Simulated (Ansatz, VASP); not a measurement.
# One calculation of MgBe2SeO2, two programs

```
Mg Be Se O
1.0
     3.98279    0.00000    0.00000
    -1.99139    3.44920    0.00000
     0.00000    0.00000    5.70654
Mg Be Se O
1 2 1 2
Direct
  0.33333 0.66667 0.50000
  0.66667 0.33333 0.00000
  0.00000 0.00000 0.50000
  0.33333 0.66667 0.00000
  0.66667 0.33333 0.29562
  0.66667 0.33333 0.70438
```

Alike in both runs: functional PBE; k mesh 6 × 6 × 4; occupations gaussian, width 0.1 eV; no spin polarisation.

Ansatz relaxed the structure, and its values are those at the end. VASP's run is a single point on that final structure, the one shown.

```csv
,VASP,Ansatz
version,VASP 6.6.1,Ansatz 0.2.0
potentials or method,"VASP PAW PBE potentials, release 64 (Mg, Be, Se, O)","scalar-relativistic, plane waves, PAW"
plane-wave cutoff (eV),520,420
valence electrons in the cell,24,42
```

Ansatz gave:

- gap on the k mesh at the Fermi level (eV): none
- pressure (GPa): 0.0
- rms of the force components (eV/Å): 0.000

Q: Which values does VASP return?

A: gap on the k mesh at the Fermi level (eV): none; pressure (GPa): 0.0; rms of the force components (eV/Å): 0.010.

A gap of «none» marks a metal or a gap that the smearing closes. The functional is the same, so the differences come from potentials, cutoffs and numerics. The two sets of potentials don't hold the same shells in valence.
